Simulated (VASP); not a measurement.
Consider the following.

```
CELL_PARAMETERS angstrom
      1.53776    -2.66349     0.00000
      1.53776     2.66349     0.00000
      0.00000     0.00000     3.48093
ATOMIC_POSITIONS crystal
  Mg 0.00000 0.00000 0.00000
  B  0.33333 0.66667 0.50000
  B  0.66667 0.33333 0.50000
```

Calculation: r2SCAN meta-GGA, VASP's PBE PAW potentials (set 64) (plane waves; VASP). Settings: 520 eV cut-off, 13×13×10 Γ-centred mesh, tetrahedra with Blöchl corrections, potentials Mg B.

The cores are frozen, which limits the accuracy of field gradients.

Task: Give the principal components of the electric field gradient (V/Å²) and the asymmetry η at each nucleus.

Result: 
```json
[
 {"atom": "Mg1", "Vxx": "0.2", "Vyy": "0.2", "Vzz": "-0.5", "η": "-"},
 {"atom": "B2", "Vxx": "-9.6", "Vyy": "-9.6", "Vzz": "19.3", "η": "0.00"},
 {"atom": "B3", "Vxx": "-9.6", "Vyy": "-9.6", "Vzz": "19.3", "η": "0.00"}
]
```

The compound is MgB2 in the AlB2 type structure. It was relaxed first.
